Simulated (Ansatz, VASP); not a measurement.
## Cross-check of Sc between VASP and Ansatz

Aim: how closely do two programs agree when they are given the same cell, functional and k mesh? The cell is taken from a series of runs on this material, whose earlier steps may have relaxed, scaled, displaced or heated it; both programs get it as it stands.

Calculated with Ansatz 0.2.0; plane waves, with VASP 6.6.1 beside it; zone-centre phonons at PBEsol.

## Step 1: The starting structure

The structure is hexagonal, space group P6_3/mmc (No. 194). The conventional cell has a = 3.299 Å, b = 3.299 Å, c = 5.116 Å, α = 90.00°, β = 90.00°, γ = 120.00°. Nearest to Sc lie 12 Sc at 3.19 to 3.30 Å.

Coordinates:

```xyz
2
Lattice="3.2987 0.0000 0.0000 -1.6493 2.8567 0.0000 0.0000 0.0000 5.1162" Properties=species:S:1:pos:R:3 pbc="T T T"
Sc    0.0000    1.9045    1.2791
Sc    1.6493    0.9522    3.8372
```

## Step 2: VASP: zone-centre phonons, PBEsol

Second derivatives magnify differences that forces hide, and they need a tight electronic threshold.

Lines of VASP's logs that name or quote its potential files are left out, and so is its time.

Contents of INCAR:

```
SYSTEM = Sc
PREC = Accurate
ENCUT = 500
EDIFF = 1E-08
NELM = 120
ISMEAR = 1
SIGMA = 0.2
LREAL = .FALSE.
ALGO = Normal
GGA = PS
NBANDS = 17
LASPH = .TRUE.
LORBIT = 11
LWAVE = .FALSE.
LCHARG = .FALSE.
ISIF = 2
IBRION = 8
GGA_COMPAT = .FALSE.
KPAR = 2
```

Contents of POSCAR:

```
Sc
1.0
    3.2986686830      0.0000000000      0.0000000000
   -1.6493343415      2.8567308782      0.0000000000
    0.0000000000      0.0000000000      5.1162248993
Sc
2
Direct
    0.3333333333      0.6666666667      0.2500000000
    0.6666666667      0.3333333333      0.7500000000
```

Contents of KPOINTS:

```
Automatic mesh
0
Gamma
15 15 8
0 0 0
```

PAW data sets: Sc_sv (PBE family, release 64).

Launch:

```
$ mpirun -np 2 vasp_std
```

Numbers of over 12 decimals in the logs are rounded to 6 here.

The log of the run:

```text
[banner, memory and clock lines left out]
running    2 mpi-ranks, on    1 nodes
 distrk:  each k-point on    1 cores,    2 groups
 distr:  one band on    1 cores,    1 groups

 POSCAR found type information on POSCAR Sc
 POSCAR found :  1 types and       2 ions
|                                                                             |
|               ----> ADVICE to this user running VASP <----                  |
|                                                                             |
|     You enforced a specific xc type in the INCAR file but a different       |
|     [... a line on the potential file left out ...]
|     I HOPE YOU KNOW WHAT YOU ARE DOING!                                     |
|                                                                             |

 LDA part: xc-table for (Slater+PW92), standard interpolation
 POSCAR, INCAR and KPOINTS ok, starting setup
 FFT: planning ... GRIDC
 FFT: planning ... GRID_SOFT
 FFT: planning ... GRID
 WAVECAR not read
 entering main loop
       N       E                     dE             d eps       ncg     rms          rms(c)
DAV:   1     0.356988542374E+03    0.35699E+03   -0.10850E+04  4590   0.134E+03
DAV:   2     0.597475087872E+01   -0.35101E+03   -0.34470E+03  5782   0.573E+02
DAV:   3    -0.143326836748E+02   -0.20307E+02   -0.19690E+02  7608   0.162E+02
DAV:   4    -0.147246595695E+02   -0.39198E+00   -0.37034E+00  6635   0.197E+01
DAV:   5    -0.147318439627E+02   -0.71844E-02   -0.71818E-02  7821   0.256E+00    0.809E+00
DAV:   6    -0.133963231943E+02    0.13355E+01   -0.30292E+00  5925   0.203E+01    0.239E+00
DAV:   7    -0.132217152945E+02    0.17461E+00   -0.76162E-01  6071   0.922E+00    0.850E-01
DAV:   8    -0.132101422165E+02    0.11573E-01   -0.30458E-02  6352   0.234E+00    0.255E-01
DAV:   9    -0.132085710966E+02    0.15711E-02   -0.83076E-03  6313   0.987E-01    0.181E-02
DAV:  10    -0.132085891847E+02   -0.18088E-04   -0.10387E-04  7524   0.145E-01    0.757E-03
DAV:  11    -0.132085868217E+02    0.23630E-05   -0.27268E-06  7044   0.191E-02    0.200E-03
DAV:  12    -0.132085880808E+02   -0.12591E-05   -0.39478E-07  7783   0.630E-03    0.915E-04
DAV:  13    -0.132085878473E+02    0.23345E-06   -0.24174E-08  4993   0.176E-03    0.839E-05
DAV:  14    -0.132085878444E+02    0.29004E-08   -0.19170E-09  3960   0.104E-03
   1 F= -.13208588E+02 E0= -.13207075E+02  d E =-.453980E-02
 Linear response reoptimize wavefunctions to high precision
DAV:   1    -0.132085878540E+02   -0.96384E-08   -0.79641E-10  3997   0.472E-04
DAV:   2    -0.132085878541E+02   -0.44565E-10   -0.32201E-10  3591   0.425E-04
 Linear response DOF=           2
 Linear response progress:
  Degree of freedom:   1/  2
       N       E                     dE             d eps       ncg     rms          rms(c)
RMM:   1    -0.744469242365E+00   -0.74447E+00   -0.65934E+01 19347   0.216E+02
RMM:   2    -0.741174098987E+00    0.32951E-02   -0.13858E-01 27993   0.448E+00    0.118E-01
RMM:   3    -0.740635989233E+00    0.53811E-03   -0.13783E-02 33182   0.106E+00    0.393E-02
RMM:   4    -0.739795256078E+00    0.84073E-03   -0.14460E-03 37598   0.280E-01    0.197E-02
RMM:   5    -0.739512070973E+00    0.28319E-03   -0.16126E-04 40655   0.942E-02    0.754E-03
RMM:   6    -0.739551295831E+00   -0.39225E-04   -0.19830E-05 36828   0.331E-02    0.528E-03
RMM:   7    -0.739634041569E+00   -0.82746E-04   -0.65552E-06 36796   0.236E-02    0.235E-03
RMM:   8    -0.739756592476E+00   -0.12255E-03   -0.34130E-06 41128   0.116E-02    0.902E-04
RMM:   9    -0.739717675261E+00    0.38917E-04   -0.23962E-06 38902   0.736E-03    0.196E-04
RMM:  10    -0.739724288382E+00   -0.66131E-05   -0.20143E-06 39147   0.609E-03    0.310E-05
RMM:  11    -0.739724556025E+00   -0.26764E-06   -0.19375E-06 38739   0.573E-03    0.294E-05
RMM:  12    -0.739725348969E+00   -0.79294E-06   -0.16232E-06 39608   0.559E-03    0.120E-05
RMM:  13    -0.739725896212E+00   -0.54724E-06   -0.12661E-06 40038   0.552E-03    0.797E-06
RMM:  14    -0.739725603501E+00    0.29271E-06   -0.10025E-06 41581   0.548E-03    0.720E-06
[...]
RMM:  18    -0.739725798454E+00   -0.21586E-07   -0.50251E-07 44661   0.545E-03    0.966E-07
RMM:  19    -0.739725799762E+00   -0.13079E-08   -0.45285E-07 44774   0.545E-03    0.880E-07
RMM:  20    -0.739725799693E+00    0.68633E-10   -0.41980E-07 45447   0.545E-03    0.138E-06
RMM:  21    -0.739725798885E+00    0.80836E-09   -0.39451E-07 45763   0.545E-03    0.213E-06
RMM:  22    -0.739725800461E+00   -0.15761E-08   -0.37871E-07 46560   0.545E-03    0.285E-06
RMM:  23    -0.739725800850E+00   -0.38953E-09   -0.36888E-07 46605   0.545E-03    0.306E-06
RMM:  24    -0.739725800840E+00    0.10390E-10   -0.36007E-07 47307   0.545E-03    0.293E-06
RMM:  25    -0.739725798573E+00    0.22674E-08   -0.35757E-07 47479   0.545E-03    0.288E-06
 first order change of Fermi-energy   0.17498E-04
 force on displaced ion       1 direction 1 :  -1.499   0.000   0.000
 Linear response progress:
  Degree of freedom:   2/  2
       N       E                     dE             d eps       ncg     rms          rms(c)
RMM:   1    -0.808894165476E+00   -0.80889E+00   -0.66454E+01  6612   0.218E+02
RMM:   2    -0.806860328689E+00    0.20338E-02   -0.14670E-01  9605   0.455E+00    0.136E-01
RMM:   3    -0.807167953852E+00   -0.30763E-03   -0.12082E-02 11083   0.102E+00    0.486E-02
RMM:   4    -0.806132273092E+00    0.10357E-02   -0.14628E-03 12093   0.296E-01    0.160E-02
RMM:   5    -0.805986984336E+00    0.14529E-03   -0.18001E-04 13910   0.876E-02    0.125E-02
RMM:   6    -0.805958426580E+00    0.28558E-04   -0.32825E-05 12055   0.355E-02    0.786E-03
RMM:   7    -0.805933418763E+00    0.25008E-04   -0.12313E-05 13994   0.256E-02    0.200E-03
RMM:   8    -0.805952195783E+00   -0.18777E-04   -0.52367E-06 13055   0.123E-02    0.779E-04
RMM:   9    -0.805963267167E+00   -0.11071E-04   -0.26862E-06 13453   0.790E-03    0.274E-04
RMM:  10    -0.805967909238E+00   -0.46421E-05   -0.18881E-06 13431   0.567E-03    0.185E-04
RMM:  11    -0.805976483574E+00   -0.85743E-05   -0.15951E-06 12976   0.545E-03    0.556E-05
RMM:  12    -0.805975387973E+00    0.10956E-05   -0.10001E-06 13592   0.517E-03    0.178E-05
RMM:  13    -0.805975157345E+00    0.23063E-06   -0.93590E-07 13553   0.519E-03    0.106E-05
RMM:  14    -0.805975407283E+00   -0.24994E-06   -0.81030E-07 14245   0.517E-03    0.439E-06
RMM:  15    -0.805975535643E+00   -0.12836E-06   -0.73620E-07 14150   0.520E-03    0.285E-06
RMM:  16    -0.805975455348E+00    0.80295E-07   -0.71296E-07 14754   0.518E-03    0.123E-06
RMM:  17    -0.805975437195E+00    0.18152E-07   -0.62119E-07 14672   0.522E-03    0.117E-06
RMM:  18    -0.805975440493E+00   -0.32972E-08   -0.59404E-07 15177   0.519E-03    0.129E-06
RMM:  19    -0.805975440383E+00    0.10962E-09   -0.52721E-07 15021   0.521E-03    0.111E-06
 first order change of Fermi-energy   0.81035E-04
 force on displaced ion       1 direction 3 :   0.000  -0.000  -4.324
 Linear response finished
```

From OUTCAR (step 2):

```text
ion  position               nearest neighbor table
   1  0.333  0.667  0.250-   2 3.19   2 3.19   2 3.19   2 3.19   2 3.19   2 3.19
   2  0.667  0.333  0.750-   1 3.19   1 3.19   1 3.19   1 3.19   1 3.19   1 3.19

  LATTYP: Found a hexagonal cell.
 ALAT       =     3.2986686830
 C/A-ratio  =     1.5509968993

 Subroutine GETGRP returns: Found 24 space group operations
 (whereof 12 operations were pure point group operations)

The static configuration has the point symmetry D_3d.
 The point group associated with its full space group is D_6h.

 Found    135 irreducible k-points:

   k-points           NKPTS =    135   k-points in BZ     NKDIM =    135   number of bands    NBANDS=     17

   dimension x,y,z NGX =    24 NGY =   24 NGZ =   40
   dimension x,y,z NGXF=    48 NGYF=   48 NGZF=   80

   ENCUT  =  500.0 eV  36.75 Ry    6.06 a.u.   6.01  6.01  9.33*2*pi/ulx,y,z

   NELECT =      22.0000    total number of electrons

 k-points in reciprocal lattice and weights: Automatic mesh
   0.00000000  0.00000000  0.00000000       0.001
   0.06666667  0.00000000  0.00000000       0.003
   0.13333333  0.00000000  0.00000000       0.003
   0.20000000 -0.00000000  0.00000000       0.003
   0.26666667  0.00000000  0.00000000       0.003
   0.33333333  0.00000000  0.00000000       0.003
   0.40000000  0.00000000  0.00000000       0.003
   0.46666667  0.00000000  0.00000000       0.003
   0.06666667  0.06666667  0.00000000       0.003
[...]
0.33333333  0.26666667  0.50000000       0.007
   0.33333333  0.33333333  0.50000000       0.001

 average (electrostatic) potential at core
       1 -46.8992       2 -46.8992

  Total       -0.3325837     -0.3325837     -0.3299081      0.0000000      0.0000000     -0.0000000
  in kB      -11.0523323    -11.0523323    -10.9634173      0.0000000      0.0000000     -0.0000000
  external PRESSURE =     -11.0226940 kB  Pullay stress =       0.0000000 kB

  energy-cutoff  :      500.00
  volume of cell :       48.21
      direct lattice vectors                 reciprocal lattice vectors
     3.298668683  0.000000000  0.000000000     0.303152604  0.175025237  0.000000000
    -1.649334341  2.856730878  0.000000000     0.000000000  0.350050475  0.000000000
     0.000000000  0.000000000  5.116224899     0.000000000  0.000000000  0.195456615

 POSITION                                       TOTAL-FORCE (eV/Angst)
 -----------------------------------------------------------------------------------
     -0.00000      1.90449      1.27906         0.000000     -0.000000      0.000000
      1.64933      0.95224      3.83717        -0.000000      0.000000      0.000000
 -----------------------------------------------------------------------------------
    total drift:                               -0.000000      0.000000     -0.000000

 Eigenvectors and eigenvalues of the dynamical matrix
 ----------------------------------------------------

   1 f  =    6.856562 THz    43.081051 2PiTHz  228.710295 cm-1    28.356450 meV
             X         Y         Z           dx          dy          dz
     -0.000000  1.904487  1.279056    -0.000000   -0.000000    0.707107
      1.649334  0.952244  3.837169     0.000000    0.000000   -0.707107

   2 f  =    4.037422 THz    25.367871 2PiTHz  134.673904 cm-1    16.697429 meV
             X         Y         Z           dx          dy          dz
     -0.000000  1.904487  1.279056     0.000001    0.707107   -0.000000
      1.649334  0.952244  3.837169    -0.000001   -0.707107   -0.000000

   3 f  =    4.037422 THz    25.367871 2PiTHz  134.673904 cm-1    16.697429 meV
             X         Y         Z           dx          dy          dz
     -0.000000  1.904487  1.279056    -0.707107    0.000001   -0.000000
      1.649334  0.952244  3.837169     0.707107   -0.000001   -0.000000

   4 f  =    0.000000 THz     0.000000 2PiTHz    0.000002 cm-1     0.000000 meV
             X         Y         Z           dx          dy          dz
     -0.000000  1.904487  1.279056     0.067668   -0.619063   -0.334937
      1.649334  0.952244  3.837169     0.067668   -0.619063   -0.334937

   5 f/i=    0.000000 THz     0.000000 2PiTHz    0.000002 cm-1     0.000000 meV
             X         Y         Z           dx          dy          dz
     -0.000000  1.904487  1.279056     0.152989   -0.315500    0.614047
      1.649334  0.952244  3.837169     0.152989   -0.315500    0.614047

   6 f/i=    0.000000 THz     0.000000 2PiTHz    0.000002 cm-1     0.000000 meV
             X         Y         Z           dx          dy          dz
     -0.000000  1.904487  1.279056     0.687034    0.131229   -0.103748
      1.649334  0.952244  3.837169     0.687034    0.131229   -0.103748

 ELASTIC MODULI CONTR FROM IONIC RELAXATION (kBar)
 Direction    XX          YY          ZZ          XY          YZ          ZX
 --------------------------------------------------------------------------------
 XX         -64.9210     64.9210     -0.0000      0.0000      0.0000      0.0000
 YY          64.9210    -64.9210      0.0000     -0.0000      0.0000      0.0000
 ZZ          -0.0000      0.0000     -0.0000      0.0000     -0.0000      0.0000
 XY           0.0000     -0.0000      0.0000    -64.9210     -0.0000      0.0000
 YZ           0.0000      0.0000     -0.0000     -0.0000     -0.0000      0.0000
 ZX           0.0000      0.0000      0.0000      0.0000      0.0000      0.0000
 --------------------------------------------------------------------------------
```

(Part 1 of 2 ends here.)

[Lines on the potential files, build, host, timing and source positions are cut from VASP's logs without a mark.]

[Logs are printed without paths, hosts, clocks, repeated set-up lines and the standing remarks that a program may print on its own settings, such as how far it seeks lower states.]

[Hosts, paths, dates, database ids (printed as entryN), source tags and the programs' standing remarks are cut or masked in the printed files.]
